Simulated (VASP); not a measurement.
# WS2 (Tungstenite): how numerical settings change the zone-centre modes

How far do the zone-centre frequencies of WS2 (Tungstenite) depend on the numerical settings? The starting structure is a measured crystal structure from the Crystallography Open Database.

Main program and level: VASP 6.6.1; Kohn-Sham DFT with plane waves and PAW; LDA.

### Step 1. The structure

It takes space group P6_3/mmc (No. 194, hexagonal). Conventional cell: a = 3.153 Å, b = 3.153 Å, c = 12.323 Å, α = 90.00°, β = 90.00°, γ = 120.00°. W has 6 S at 2.40 Å nearest. Nearest to S lie 3 W at 2.40 Å. Farther neighbours and most contacts between anions are not listed.

Coordinates:

```xyz
6
Lattice="3.1532 0.0000 0.0000 -1.5766 2.7308 0.0000 0.0000 0.0000 12.3230" Properties=species:S:1:pos:R:3 pbc="T T T"
W     1.5766    0.9103    9.2423
W     0.0000    1.8205    3.0808
S     1.5766    0.9103    4.6519
S     0.0000    1.8205   10.8134
S     1.5766    0.9103    1.5096
S     0.0000    1.8205    7.6711
```

### Step 2. Reference modes

The cell comes from a relaxation at this level, not shown (102.73 Å³).

Contents of INCAR:

```
SYSTEM = WS2
PREC = Accurate
ENCUT = 450
EDIFF = 1E-08
NELM = 100
ISMEAR = 0
SIGMA = 0.03
LREAL = .FALSE.
ALGO = Normal
GGA = CA
NBANDS = 24
LORBIT = 11
LWAVE = .FALSE.
LCHARG = .FALSE.
KPAR = 4
IBRION = 8
LEPSILON = .TRUE.
ISIF = 2
```

Contents of POSCAR:

```
WS2
1.0
    3.1248429331      0.0000000000      0.0000000000
   -1.5624214666      2.7061933629      0.0000000000
    0.0000000000      0.0000000000     12.1479040869
W S
2 4
Direct
    0.6666666667      0.3333333333      0.7500000000
    0.3333333333      0.6666666667      0.2500000000
    0.6666666667      0.3333333333      0.3786453902
    0.3333333333      0.6666666667      0.8786453902
    0.6666666667      0.3333333333      0.1213546098
    0.3333333333      0.6666666667      0.6213546098
```

Contents of KPOINTS:

```
Automatic mesh
0
Gamma
8 8 2
0 0 0
```

Potentials, in the order of the species: W and S (LDA family, release 64).

Command:

```bash
> mpirun -np 4 vasp_std
```

Output:

```text
[banner, memory and clock lines left out]
running    4 mpi-ranks, on    1 nodes
 distrk:  each k-point on    1 cores,    4 groups
 distr:  one band on    1 cores,    1 groups

 POSCAR found type information on POSCAR W S
 POSCAR found :  2 types and       6 ions
 LDA part: xc-table for (Slater(with rela. corr.)+CA(PZ))
 , standard interpolation
 POSCAR, INCAR and KPOINTS ok, starting setup
 FFT: planning ... GRIDC
 FFT: planning ... GRID_SOFT
 FFT: planning ... GRID
 WAVECAR not read
 entering main loop
       N       E                     dE             d eps       ncg     rms          rms(c)
DAV:   1     0.161450384960E+03    0.16145E+03   -0.15181E+04   960   0.119E+03
DAV:   2    -0.432697280056E+02   -0.20472E+03   -0.19681E+03  1288   0.253E+02
DAV:   3    -0.551507984219E+02   -0.11881E+02   -0.11799E+02  1288   0.615E+01
DAV:   4    -0.553828137849E+02   -0.23202E+00   -0.23151E+00  1264   0.919E+00
DAV:   5    -0.553887999454E+02   -0.59862E-02   -0.59833E-02  1296   0.135E+00    0.418E+01
DAV:   6    -0.531342677972E+02    0.22545E+01   -0.93951E+00  1344   0.149E+01    0.188E+01
DAV:   7    -0.528371619363E+02    0.29711E+00   -0.33597E+00  1232   0.101E+01    0.857E+00
DAV:   8    -0.526914571891E+02    0.14570E+00   -0.50020E-01  1304   0.437E+00    0.136E+00
DAV:   9    -0.526876209888E+02    0.38362E-02   -0.62868E-02  1312   0.139E+00    0.477E-01
DAV:  10    -0.526857185228E+02    0.19025E-02   -0.14237E-02  1320   0.644E-01    0.297E-01
DAV:  11    -0.526856119410E+02    0.10658E-03   -0.18295E-03  1360   0.251E-01    0.743E-02
DAV:  12    -0.526855552418E+02    0.56699E-04   -0.27456E-04  1336   0.103E-01    0.406E-02
DAV:  13    -0.526855541203E+02    0.11215E-05   -0.32625E-05  1352   0.292E-02    0.724E-03
DAV:  14    -0.526855539653E+02    0.15496E-06   -0.99899E-07  1336   0.557E-03    0.321E-03
DAV:  15    -0.526855539618E+02    0.35370E-08   -0.18561E-07  1304   0.227E-03    0.337E-03
DAV:  16    -0.526855539494E+02    0.12416E-07   -0.20229E-08   864   0.752E-04    0.122E-03
DAV:  17    -0.526855539472E+02    0.21746E-08   -0.10220E-08   840   0.528E-04
   1 F= -.52685554E+02 E0= -.52685554E+02  d E =-.517647E-13
 Linear response reoptimize wavefunctions to high precision
DAV:   1    -0.526855539468E+02    0.42292E-09   -0.34999E-09   952   0.295E-04
DAV:   2    -0.526855539468E+02   -0.46384E-10   -0.40064E-10   712   0.127E-04
 Linear response G [H, r] |phi>, progress :
  Direction:   1
       N       E                     dE             d eps       ncg     rms
RMM:   1    -0.198030468650E+03   -0.19803E+03   -0.23630E+02  2516   0.938E+01
RMM:   2    -0.151278601222E+03    0.46752E+02   -0.21402E+01  1552   0.267E+01
RMM:   3    -0.151694440660E+03   -0.41584E+00   -0.12212E+00  1675   0.405E+00
RMM:   4    -0.151727744652E+03   -0.33304E-01   -0.44319E-02  1694   0.798E-01
RMM:   5    -0.151729177836E+03   -0.14332E-02   -0.43398E-03  1762   0.189E-01
RMM:   6    -0.151729280621E+03   -0.10278E-03   -0.24034E-04  1768   0.443E-02
RMM:   7    -0.151729286651E+03   -0.60299E-05   -0.69770E-05  1854   0.151E-02
RMM:   8    -0.151729286989E+03   -0.33843E-06    0.12270E-04  1893   0.759E-03
RMM:   9    -0.151729287096E+03   -0.10725E-06    0.72740E-05  1934   0.591E-03
RMM:  10    -0.151729287642E+03   -0.54566E-06   -0.26857E-04  1745   0.536E-03
RMM:  11    -0.151729287487E+03    0.15555E-06   -0.13856E-04  1543   0.521E-03
RMM:  12    -0.151729287711E+03   -0.22403E-06   -0.22776E-04  1375   0.515E-03
RMM:  13    -0.151729287717E+03   -0.67745E-08   -0.21453E-04  1344   0.514E-03
 Linear response G [H, r] |phi>, progress :
  Direction:   2
       N       E                     dE             d eps       ncg     rms
RMM:   1    -0.210547925730E+03   -0.21055E+03   -0.44936E+02  2505   0.916E+01
RMM:   2    -0.161843644411E+03    0.48704E+02   -0.19183E+01  1597   0.250E+01
RMM:   3    -0.162299513178E+03   -0.45587E+00   -0.12389E+00  1687   0.377E+00
RMM:   4    -0.162334333725E+03   -0.34821E-01   -0.46694E-02  1694   0.755E-01
RMM:   5    -0.162335716244E+03   -0.13825E-02   -0.48146E-03  1744   0.187E-01
RMM:   6    -0.162335858301E+03   -0.14206E-03   -0.45102E-04  1777   0.480E-02
RMM:   7    -0.162335865785E+03   -0.74841E-05   -0.19348E-04  1840   0.168E-02
RMM:   8    -0.162335865744E+03    0.41693E-07    0.68160E-04  1883   0.857E-03
RMM:   9    -0.162335866911E+03   -0.11669E-05    0.28539E-04  1902   0.668E-03
RMM:  10    -0.162335866150E+03    0.76065E-06    0.31546E-04  1726   0.611E-03
RMM:  11    -0.162335867414E+03   -0.12636E-05    0.16678E-04  1551   0.592E-03
RMM:  12    -0.162335867160E+03    0.25315E-06    0.31108E-04  1390   0.587E-03
RMM:  13    -0.162335867243E+03   -0.83047E-07    0.30399E-04  1346   0.586E-03
 Linear response G [H, r] |phi>, progress :
  Direction:   3
       N       E                     dE             d eps       ncg     rms
RMM:   1    -0.206291185063E+03   -0.20629E+03   -0.25338E+02  2428   0.945E+01
RMM:   2    -0.157876434534E+03    0.48415E+02   -0.22574E+01  1506   0.255E+01
RMM:   3    -0.158542683459E+03   -0.66625E+00   -0.12622E+00  1630   0.411E+00
RMM:   4    -0.158621158461E+03   -0.78475E-01   -0.48573E-02  1680   0.797E-01
RMM:   5    -0.158625338463E+03   -0.41800E-02   -0.50606E-03  1746   0.193E-01
RMM:   6    -0.158626183808E+03   -0.84534E-03   -0.75511E-03  1782   0.501E-02
[...]
RMM:   3    -0.109769091297E+00    0.53658E-03   -0.50539E-04  5452   0.887E-02    0.113E-01
RMM:   4    -0.109611909686E+00    0.15718E-03   -0.42111E-04  5322   0.926E-02    0.144E-02
RMM:   5    -0.109650216083E+00   -0.38306E-04   -0.83783E-06  5833   0.124E-02    0.401E-03
RMM:   6    -0.109662700663E+00   -0.12485E-04   -0.21622E-07  5773   0.304E-03    0.545E-04
RMM:   7    -0.109662056559E+00    0.64410E-06    0.12236E-06  6097   0.704E-04    0.185E-04
RMM:   8    -0.109661448831E+00    0.60773E-06    0.28692E-08  6293   0.286E-04    0.522E-05
RMM:   9    -0.109661305428E+00    0.14340E-06   -0.44749E-08  6367   0.143E-04    0.238E-05
RMM:  10    -0.109661253029E+00    0.52399E-07   -0.15316E-08  6399   0.109E-04    0.622E-06
RMM:  11    -0.109661242912E+00    0.10117E-07   -0.36562E-08  6335   0.967E-05    0.189E-06
RMM:  12    -0.109661247339E+00   -0.44274E-08   -0.83800E-08  6252   0.920E-05    0.762E-07
 first order change of Fermi-energy   0.10397E+00
 force on displaced ion       1 direction 1 : -22.745   0.005   0.000
 Born effective charge ion    1 direction 1 :  -0.730   0.000   0.000
 Linear response progress:
  Degree of freedom:   2/  4
       N       E                     dE             d eps       ncg     rms          rms(c)
RMM:   1    -0.169054636421E+00   -0.16905E+00   -0.17644E-01  2069   0.166E+00
RMM:   2    -0.149019615839E+00    0.20035E-01   -0.72942E-03  1542   0.451E-01    0.199E-01
RMM:   3    -0.148378850120E+00    0.64077E-03   -0.65345E-04  1622   0.124E-01    0.119E-01
RMM:   4    -0.148283970600E+00    0.94880E-04   -0.27440E-04  1552   0.880E-02    0.499E-02
RMM:   5    -0.148411538092E+00   -0.12757E-03    0.23081E-06  1652   0.273E-02    0.147E-02
RMM:   6    -0.148448124219E+00   -0.36586E-04   -0.84793E-07  1640   0.117E-02    0.197E-03
RMM:   7    -0.148453419243E+00   -0.52950E-05    0.24774E-06  1772   0.208E-03    0.155E-03
RMM:   8    -0.148452663731E+00    0.75551E-06   -0.58560E-07  1768   0.525E-04    0.616E-04
RMM:   9    -0.148455692767E+00   -0.30290E-05    0.49569E-07  1771   0.387E-04    0.237E-04
RMM:  10    -0.148455438880E+00    0.25389E-06    0.20243E-07  1871   0.170E-04    0.780E-05
RMM:  11    -0.148455368787E+00    0.70094E-07   -0.43624E-07  1886   0.121E-04    0.583E-06
RMM:  12    -0.148455395713E+00   -0.26927E-07   -0.20335E-07  1941   0.107E-04    0.383E-06
RMM:  13    -0.148455392346E+00    0.33676E-08   -0.68872E-08  1934   0.103E-04    0.250E-06
 first order change of Fermi-energy   0.10723E-03
 force on displaced ion       1 direction 3 :  -0.000  -0.000 -34.067
 Born effective charge ion    1 direction 3 :   0.000  -0.000  -0.574
 Linear response progress:
  Degree of freedom:   3/  4
       N       E                     dE             d eps       ncg     rms          rms(c)
RMM:   1    -0.925376701415E-01   -0.92538E-01    0.28688E-03  7515   0.170E+00
RMM:   2    -0.910082365844E-01    0.15294E-02   -0.26226E-03  5326   0.280E-01    0.129E-01
RMM:   3    -0.912263764950E-01   -0.21814E-03   -0.20255E-04  5886   0.581E-02    0.758E-02
RMM:   4    -0.915712281093E-01   -0.34485E-03   -0.11676E-04  5675   0.445E-02    0.115E-02
RMM:   5    -0.914705709460E-01    0.10066E-03   -0.95969E-06  5986   0.127E-02    0.490E-03
RMM:   6    -0.914639905837E-01    0.65804E-05   -0.19082E-06  6231   0.267E-03    0.201E-03
RMM:   7    -0.914792548481E-01   -0.15264E-04   -0.16695E-06  5887   0.154E-03    0.489E-04
RMM:   8    -0.914783030647E-01    0.95178E-06    0.12088E-06  6269   0.455E-04    0.127E-04
RMM:   9    -0.914780469181E-01    0.25615E-06   -0.16215E-07  6508   0.193E-04    0.697E-05
RMM:  10    -0.914775711088E-01    0.47581E-06    0.16069E-07  6306   0.142E-04    0.100E-05
RMM:  11    -0.914776333824E-01   -0.62274E-07   -0.40129E-07  6619   0.113E-04    0.813E-06
RMM:  12    -0.914776795567E-01   -0.46174E-07   -0.39288E-08  6506   0.104E-04    0.242E-06
RMM:  13    -0.914776922517E-01   -0.12695E-07   -0.10558E-07  6018   0.101E-04    0.866E-07
RMM:  14    -0.914776757811E-01    0.16471E-07   -0.92248E-08  4770   0.997E-05    0.245E-07
RMM:  15    -0.914776583555E-01    0.17426E-07   -0.97546E-08  4404   0.996E-05    0.142E-07
RMM:  16    -0.914776969581E-01   -0.38603E-07   -0.95883E-08  4292   0.995E-05    0.839E-08
 first order change of Fermi-energy  -0.58806E-01
 force on displaced ion       3 direction 1 : -11.029  -0.001   0.001
 Born effective charge ion    3 direction 1 :   0.363   0.001   0.000
 Linear response progress:
  Degree of freedom:   4/  4
       N       E                     dE             d eps       ncg     rms          rms(c)
RMM:   1    -0.154872016379E+00   -0.15487E+00    0.73996E-03  2215   0.182E+00
RMM:   2    -0.148897514980E+00    0.59745E-02   -0.39765E-03  1575   0.350E-01    0.360E-01
RMM:   3    -0.148810492706E+00    0.87022E-04   -0.42482E-04  1651   0.104E-01    0.257E-01
RMM:   4    -0.148982078672E+00   -0.17159E-03   -0.30247E-04  1654   0.604E-02    0.352E-02
RMM:   5    -0.148989582735E+00   -0.75041E-05   -0.13791E-05  1657   0.307E-02    0.122E-02
RMM:   6    -0.148979218120E+00    0.10365E-04   -0.30887E-06  1743   0.970E-03    0.340E-03
RMM:   7    -0.148980619233E+00   -0.14011E-05   -0.12814E-06  1801   0.240E-03    0.207E-03
RMM:   8    -0.148985701272E+00   -0.50820E-05   -0.19914E-06  1831   0.137E-03    0.692E-04
RMM:   9    -0.148986847858E+00   -0.11466E-05    0.16664E-07  1843   0.588E-04    0.312E-04
RMM:  10    -0.148986959250E+00   -0.11139E-06   -0.68362E-07  1910   0.338E-04    0.186E-04
RMM:  11    -0.148986869172E+00    0.90078E-07   -0.62500E-07  1910   0.239E-04    0.872E-05
RMM:  12    -0.148986953602E+00   -0.84429E-07   -0.29614E-07  1961   0.210E-04    0.271E-05
RMM:  13    -0.148987019489E+00   -0.65887E-07   -0.37427E-08  1974   0.177E-04    0.665E-06
RMM:  14    -0.148987049574E+00   -0.30085E-07    0.21876E-07  2014   0.166E-04    0.240E-06
RMM:  15    -0.148987020099E+00    0.29475E-07    0.18150E-07  2000   0.161E-04    0.884E-07
RMM:  16    -0.148987028929E+00   -0.88298E-08    0.24404E-07  1677   0.160E-04    0.234E-07
RMM:  17    -0.148986987901E+00    0.41028E-07    0.17717E-07  1412   0.160E-04    0.157E-07
RMM:  18    -0.148987032956E+00   -0.45055E-07    0.22875E-07  1358   0.160E-04    0.652E-08
 first order change of Fermi-energy  -0.90221E+00
 force on displaced ion       3 direction 3 :   0.000  -0.000 -19.297
 Born effective charge ion    3 direction 3 :   0.000   0.000   0.281
 Born effective charges drift removed
 Linear response finished
```

Wall time 2 min (4 MPI ranks of Intel Xeon 6975P-C (Granite Rapids), shared host); peak memory 1.9 GiB.

The logs omit lines about the potential files and the build; timing stands in the text.

(Continued in part 2 of 3.)

[Lines on the potential files, build, host, timing and source positions are cut from VASP's logs without a mark.]

[Logs are printed without paths, hosts, clocks, repeated set-up lines and the standing remarks that a program may print on its own settings, such as how far it seeks lower states.]

[Hosts, paths, dates, database ids (printed as entryN), source tags and the programs' standing remarks are cut or masked in the printed files.]
